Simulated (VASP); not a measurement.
```xyz
2
Lattice="3.7457 0.0000 0.0000 -1.8728 3.2439 0.0000 0.0000 0.0000 3.4358" Properties=species:S:1:pos:R:3 pbc="T T T"
Cd     1.8728     3.2439     0.0000
S      1.8728     1.0813     1.7179
```

Calculation: r2SCAN meta-GGA, VASP's PBE PAW potentials (set 64) (plane waves; VASP). Run with 400 eV cut-off, 9×9×9 Γ-centred mesh, tetrahedra with Blöchl corrections, potentials Cd S.

Task: Give the energies of bands 7 to 11 at the high-symmetry points, in eV from the valence-band maximum.

Result: 
```csv
band,Γ,M,K,A,L,H
7,-1.38,-5.48,-5.04,-5.95,-4.08,-3.62
8,-0.84,-2.18,-4.06,-0.34,-3.67,-3.52
9,-0.84,-0.16,0.00,-0.34,-0.54,-1.63
10,0.30,2.63,5.63,4.85,0.08,0.59
11,7.12,6.38,6.28,5.41,5.62,2.24
```

The gap is indirect, 0.08 eV, from the valence maximum at K to the conduction minimum at L.

The structure was generated: CdS was put into the WC type (P-6m2), which need not be its known phase. It was relaxed first, which changed the volume by +10 %.
